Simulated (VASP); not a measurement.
An input for Ansatz (written as the equivalent of a VASP run, and not itself run):

Ansatz 0.2 input:
```yaml
crystal:
  lattice:
    - [0.0000000, 1.9571700, 1.9571700]
    - [1.9571700, 0.0000000, 1.9571700]
    - [1.9571700, 1.9571700, 0.0000000]
  atoms:
    - { symbol: Pd, position: [0.0000000, 0.0000000, 0.0000000] }
kpoints:
  mp_grid: { grid: [16, 16, 16] }
hamiltonian:
  xc: r2scan
  pseudopotentials: { kind: paw }
scf:
  occupations: { method: methfessel_paxton, width: 0.1 }
  max_iter: 100
output: { forces: true, stress: true, eigenvalues: true }
```

**Question.** Write the VASP files for the same calculation (r2SCAN).

**Answer.** Several could match; the one computed here: 
File POSCAR:
```
Pd
2.7678560
  0.0000000000   0.7071068767   0.7071068767
  0.7071068767   0.0000000000   0.7071068767
  0.7071068767   0.7071068767   0.0000000000
Pd
1
Cartesian
  0.0000000000   0.0000000000   0.0000000000
```

INCAR:
```
! general
SYSTEM =Pd
PREC   =Accurate
ENCUT  =520   ! plane-wave cut-off (eV)
LREAL  =F   ! projection in real space or not
LASPH  =T

! electronic loop
EDIFF  =1E-7
NELM   =100
ALGO   =Normal   ! blocked Davidson
LMAXMIX=4   ! l cut-off of mixed one-centre charges
LMIXTAU=T

! smearing
ISMEAR =1   ! Methfessel-Paxton
SIGMA  =0.1

! functional
METAGGA=R2SCAN

! ions
ISIF   =2

! output
LWAVE  =F
LCHARG =F
```

### KPOINTS
```
Automatic mesh
0
gamma
 16 16 16
0 0 0
```

POTCAR, in this order: Pd (PBE.64 set). Program: vasp_std.

Limits of the translation: each code has its own PAW files, so the cut-off isn't converted (ENCUT is set for VASP's; basis.ecutwfc is left out, and Ansatz then takes the one that its files recommend); Ansatz stops its SCF on the density residual and VASP on the energy change (EDIFF).

The compound is Pd in the fcc structure. It was relaxed first.
